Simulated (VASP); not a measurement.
Data:

```xyz
3
Lattice="0.0000 2.6796 2.6796 2.6796 0.0000 2.6796 2.6796 2.6796 0.0000" Properties=species:S:1:pos:R:3 pbc="T T T"
Co     0.0000     0.0000     0.0000
Si     1.3398     1.3398     1.3398
Si     4.0194     4.0194     4.0194
```

Computed with PBE GGA, VASP's PBE PAW potentials (set 64) (plane waves; VASP 6.6.1). Settings: PREC = Normal, EDIFF = 1E-5, 400 eV cut-off, 13×13×13 Γ-centred mesh, first-order Methfessel-Paxton smearing of 0.10 eV, potentials Co Si.

Problem. Give the stress tensor in GPa (positive for a compressed cell).

Solution. 
```
-1.70   0.00   0.00
 0.00  -1.70   0.00
 0.00   0.00  -1.70
```
The pressure is its mean diagonal, -1.70 GPa.

The compound is CoSi2 in the fluorite structure. It was relaxed first. The run is not spin-polarised, so no magnetic state was tried. The electron count is odd and the run is not spin-polarised, which forces a metal.
